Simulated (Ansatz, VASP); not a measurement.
**Cross-check of Ge (Germanium) between VASP and Ansatz**

Wanted: the spread between two codes on one cell, functional and k mesh. The cell is taken from a series of runs on this material, whose earlier steps may have relaxed, scaled, displaced or heated it; both programs get it as it stands.

Program: Ansatz 0.2.0. Level of theory: plane waves, with VASP 6.6.1 beside it; zone-centre phonons at PBEsol. Results are calculated unless marked as measured.

**1. The structure**

The structure is tetragonal, space group I4_1/amd (No. 141). The conventional cell has a = 3.933 Å, b = 3.933 Å, c = 5.761 Å, α = 90.00°, β = 90.00°, γ = 90.00°. Nearest to Ge lie 4 Ge at 2.44 Å.

Coordinates:

```cif
data_structure
_symmetry_space_group_name_H-M 'P 1'
_symmetry_Int_Tables_number 1
_cell_length_a 4.0038
_cell_length_b 4.0038
_cell_length_c 3.9330
_cell_angle_alpha 60.584
_cell_angle_beta 60.584
_cell_angle_gamma 58.833
_cell_volume 44.55
loop_
_atom_site_label
_atom_site_type_symbol
_atom_site_fract_x
_atom_site_fract_y
_atom_site_fract_z
_atom_site_occupancy
Ge1 Ge 0.49997 0.49997 0.49999 1
Ge2 Ge 0.75003 0.75003 0.75001 1
```

**2. Ansatz: zone-centre phonons, PBEsol**

Ansatz runs on its PAW soft_1 files.

Second derivatives magnify differences that forces hide, and they need a tight electronic threshold.

input.yaml reads:

```yaml
crystal:
  lattice:
    - [0.0, 2.7810167917, 2.8803330704]
    - [2.7810167917, 0.0, 2.8803330704]
    - [2.7810167917, 2.7810167917, 0.0]
  atoms:
    - { symbol: Ge, position: [0.4999697252, 0.4999697252, 0.4999930461] }
    - { symbol: Ge, position: [0.7500302748, 0.7500302748, 0.7500069539] }
kpoints:
  mp_grid: { grid: [12, 12, 12], shift: [0.5, 0.5, 0.5] }
hamiltonian:
  xc: pbesol
  pseudopotentials: { kind: paw, azcp: { folder: soft_1 }, xc_functional: pbe }
scf:
  occupations: { method: gaussian, width: 0.015 }
output:
  eigenvalues: true
phonons:
  method: dfpt
```

On the command line:

```sh
> ansatz run input.yaml --threads 4 --pin off --max-ram 10240MiB --backend cpu --events-out ev --progress --plain --runs-dir out
```

Numbers of over 12 decimals in the logs are rounded to 6 here.

Log:

```text
Engine: ansatz 0.2.0, aarch64-unknown-linux-gnu
Pseudopotentials: kind: paw
Pseudopotential: Ge, paw, valence charge 14, recommended cutoff 420 eV (normal), soft_1/Ge.paw.azcp
Functional definition: PBEsol
  exchange = pbesol_x
  correlation = pbesol_c
Crystal: 2 atoms, lattice volume = 44.553 Å³
Basis set: ecut = 420 eV, 901 PW (Γ), exchange–correlation on 64×64×64 points (8 copies of the dense FFT grid, shifted against one another)
Bands: 18, of which v1, the nominal top of the filled ones, is band 14 counted from 1 (13 counted from 0)
Symmetry: 4 space group operations
k-points: 864 of 1728 (irreducible under 1 space group operation, time reversal used)
Non-local potential: Ge, projectors of the file, l = 0: 2, l = 1: 2, l = 2: 3, l = 3: 1
PAW form: soft (Blöchl's): semilocal exchange-correlation on the pseudo side does not see the compensation charge
PAW frozen core: Ge, regenerated for the run's functional, and the local potential with it (the file was generated under x = pbe(κ = 0.804, μ = 0.219515), c = pbe(β = 0.066725))
PAW one-centre angular grid: Ge, 590 points (default); XC on 64 Gauss nodes
Initial density: superposition of atomic densities (chi_scale 0.1, normalization cell)
Initial wavefunctions: pseudopotential atomic-orbital guess
Functional: x = pbesol(κ = 0.804, μ = 0.123457), c = pbesol(β = 0.046)
SCF iter   1: F=—  HF=-8507.065243 eV  |F-HF|=—  |Δ(HF+E_count)|=         —  Δρ=3.59e-2  dr2=4.58e-1  ethr=3.10e-3  ⟨swp⟩=6.0  Hψ=72236  notcnv=0
preconditioner: auto → none  [insulator: Δε(μ)=0.192 eV  Ē_g=23.354 eV  σ=0.015 eV  W_gap=1.00  n_scr=14 (ndim 8)  ℏωp=29.4 eV  f_vac=0.000  D(μ)=0.00/eV (n_scr^D=0)  ε∞_Penn≈2.6]
SCF iter   2: F=—  HF=-8506.999110 eV  |F-HF|=—  |Δ(HF+E_count)|=   6.61e-2  Δρ=1.72e-2  dr2=8.61e-2  ethr=1.64e-3  ⟨swp⟩=2.0  Hψ=25593  notcnv=0
SCF iter   3: F=—  HF=-8506.992445 eV  |F-HF|=—  |Δ(HF+E_count)|=   6.67e-3  Δρ=1.73e-3  dr2=3.44e-4  ethr=3.07e-4  ⟨swp⟩=2.7  Hψ=22371  notcnv=0
SCF iter   4: F=—  HF=-8506.992621 eV  |F-HF|=—  |Δ(HF+E_count)|=   1.76e-4  Δρ=3.40e-4  dr2=3.65e-5  ethr=1.23e-6  ⟨swp⟩=2.0  Hψ=26819  notcnv=0
SCF iter   5: F=—  HF=-8506.992532 eV  |F-HF|=—  |Δ(HF+E_count)|=   8.88e-5  Δρ=6.56e-5  dr2=1.49e-6  ethr=1.30e-7  ⟨swp⟩=2.0  Hψ=27648  notcnv=0
SCF iter   6: F=—  HF=-8506.992532 eV  |F-HF|=—  |Δ(HF+E_count)|=   5.20e-7  Δρ=2.09e-5  dr2=1.12e-7  ethr=5.30e-9  ⟨swp⟩=2.0  Hψ=17960  notcnv=0
SCF iter   7: F=—  HF=-8506.992532 eV  |F-HF|=—  |Δ(HF+E_count)|=   6.09e-8  Δρ=1.32e-6  dr2=3.63e-10  ethr=4.01e-10  ⟨swp⟩=2.0  Hψ=27648  notcnv=0
SCF iter   8: F=-8506.992532 eV  HF=-8506.992532 eV  |F-HF|=3.64e-12  |Δ(HF+E_count)|=  1.42e-10  Δρ=1.08e-7  dr2=4.25e-12  ethr=1.00e-12  ⟨swp⟩=4.0  Hψ=73829  notcnv=0
SCF 1 converged in 8 iterations: F = -8506.992532 eV  dr2 = 4.25e-12
  greatest PAW one-centre occupation: 0.998 electrons in one spin orbital (limit 2), on the Ge atom at site 1 (counted from 0), in its partial waves of l = 2
DFPT response loops at Γ: preconditioner auto → none (the input reference at scf.mixing.eps_inf says where Resta's filter doesn't serve); β = 0.50; Broyden in place of MSR1
SCF converged after 8 iterations
Free energy (F): -8506.992532 eV
Harris-Foulkes:  -8506.992532 eV  (|F-HF|=3.64e-12)
Internal energy: -8506.992532 eV  (E = F + TS)
E sigma→0 (E₀):  -8506.992532 eV
Fermi energy:    8.727340 eV
--- Per-component energies (eV) ---
  E_band       = -298.473163
  E_kinetic    = 186.320285
  E_local      = -4479.751618  (includes V_loc(G=0)·N_el)
  E_nonlocal   = 439.034700
  E_hartree    = 2135.138500
  E_xc         = -142.485904
  E_vxc        = -130.718204  (∫ρ·V_xc dr)
  E_paw        = -3944.950604  (= ΣΔE_a)
  E_vpaw       = -583.635303  (= ΣTr[D̂ρ^β])
  E_aug_tail   = 0.000032  (compensation charges beyond the density's cutoff)
  E_ewald      = -2702.133798
  E_core_change = 1.835876  (= ΣΔE_core)
  E_smearing   = -0.000000  (= −TS)
  E_closure    = 0.000000  (closes the sum)
  Σ components = -8506.992532   (vs F -8506.992532, Δ=0.00e0)
--- Band table (eV; the first three rows and the last of 864) ---
  k-point 0: bands = [... 10 lower, -4.2685, 7.9055, 8.4919, 8.6734, 9.3084, 11.1730, 11.1736, 11.3541]
  k-point 1: bands = [... 10 lower, -4.1514, 6.7573, 7.9467, 8.6082, 9.8758, 11.2970, 11.3153, 12.1277]
  k-point 2: bands = [... 10 lower, -3.8660, 5.1458, 7.5163, 8.2971, 9.7627, 11.7433, 11.9441, 13.2291]
  k-point 863: bands = [... 10 lower, -2.1399, 0.9416, 6.9069, 7.1781, 9.0273, 12.2909, 12.4348, 15.7233]
--- Phonons (Γ-DFPT): 2 representative perturbations + reference, on 864 of 1728 k-points (Σ response iterations 6) ---
  k mesh reduced under 1 symmetry operation, with k and −k counted as one. Each operation leaves every solved perturbation unchanged. A smaller set is not used because it would not reduce the number of displacements times k-points to solve
  ASR residual: 5.506e-5 → 0.000e0 eV/Å²; symmetrization residual: 1.422e-6 eV/Å²
  ASR residual per site (eV/Å²): 5.51e-5 5.51e-5
  Γ frequencies (cm⁻¹): 0.00 0.00 0.00 295.28 295.41 297.75
  non-analytic LO–TO correction: not included (Born effective charges unavailable; polar crystals: no LO–TO splitting at Γ)
```

The column dr2 measures how far the density is from self-consistency, as an energy; F and HF (Harris–Foulkes) agree once it is small.

[end of part 1 of 3]

[Lines on the potential files, build, host, timing and source positions are cut from VASP's logs without a mark.]

[Logs are printed without paths, hosts, clocks, repeated set-up lines and the standing remarks that a program may print on its own settings, such as how far it seeks lower states.]

[Hosts, paths, dates, database ids (printed as entryN), source tags and the programs' standing remarks are cut or masked in the printed files.]
